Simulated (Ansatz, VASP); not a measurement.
# Y3Ge: VASP beside Ansatz

The input INCAR:

```
SYSTEM = Y3Ge
PREC = Accurate
ENCUT = 600
EDIFF = 1E-7
ISMEAR = -1
SIGMA = 0.05
LREAL = .FALSE.
LASPH = .TRUE.
NELM = 60
ALGO = Normal
ISIF = 3
LWAVE = .FALSE.
LCHARG = .FALSE.
GGA = PS
IBRION = 2
NSW = 40
EDIFFG = -0.01
```

KPOINTS

```
Automatic mesh
0
G
  6 6 6
  0 0 0
```

The input POSCAR:

```
Y3Ge
1.0
   -2.2653940000      2.2653940000      5.1970200000
    2.2653940000     -2.2653940000      5.1970200000
    2.2653940000      2.2653940000     -5.1970200000
Y Ge
3 1
Direct
    0.5000000000      0.5000000000      0.0000000000
    0.2500000000      0.7500000000      0.5000000000
    0.7500000000      0.2500000000      0.5000000000
    0.0000000000      0.0000000000      0.0000000000
```

The input input.yaml:

```yaml
crystal:
  lattice:
    - [-2.265394, 2.265394, 5.19702]
    - [2.265394, -2.265394, 5.19702]
    - [2.265394, 2.265394, -5.19702]
  atoms:
    - { symbol: "Y", position: [0.5, 0.5, 0.0] }
    - { symbol: "Y", position: [0.25, 0.75, 0.5] }
    - { symbol: "Y", position: [0.75, 0.25, 0.5] }
    - { symbol: Ge, position: [0.0, 0.0, 0.0] }
hamiltonian:
  xc: pbesol
  pseudopotentials: { kind: paw }
kpoints:
  mp_grid: { grid: [6, 6, 6] }
scf:
  occupations: { method: fermi_dirac, width: 0.05 }
output:
  forces: true
  stress: true
  eigenvalues: true
  write_density: true
  write_potential: true
  elf: true
  volumetric_format: npy
relax:
  f_tol: 0.01
  max_steps: 40
  cell: { stress_tol: 0.05 }
```

The cell comes from a database or a generator and needn't be the stable form of this composition.

Alike in both runs: task relaxation of cell and atoms; functional PBEsol; k mesh 6 × 6 × 6; occupations fermi-dirac, width 0.05 eV; no spin polarisation.

```csv
,VASP,Ansatz
version,VASP 6.6.1,Ansatz 0.2.0
potentials or method,"VASP PAW PBE potentials, release 64 (Y_sv, Ge_d)",Ansatz PAW
plane-wave cutoff (eV),600,420
valence electrons in the cell,47,47
```

|  | VASP | Ansatz | Ansatz less VASP |
| --- | --- | --- | --- |
| gap on the k mesh at the Fermi level, each at its own relaxed structure (eV) | none | none | - |
| relaxed volume (Å³/atom) | 25.14 | 25.18 | +0.039 |
| relaxed cell length with the largest relative difference (Å) | 5.942 | 5.951 | +0.0088 |
| energy change over the relaxation (meV/atom) | -14 | -13 | +0.8 |

A gap of «none» marks a metal or a gap that the smearing closes.

Caveats: the PAW data sets were made with another functional, which shifts forces and pressure a little (VASP); the plane-wave basis is chosen anew once the cell has moved, so the energies of steps on either side of that aren't comparable (Ansatz); the PAW data sets come from PBE, with cores solved anew for the run's functional, which leaves a small shift of forces and pressure (Ansatz).
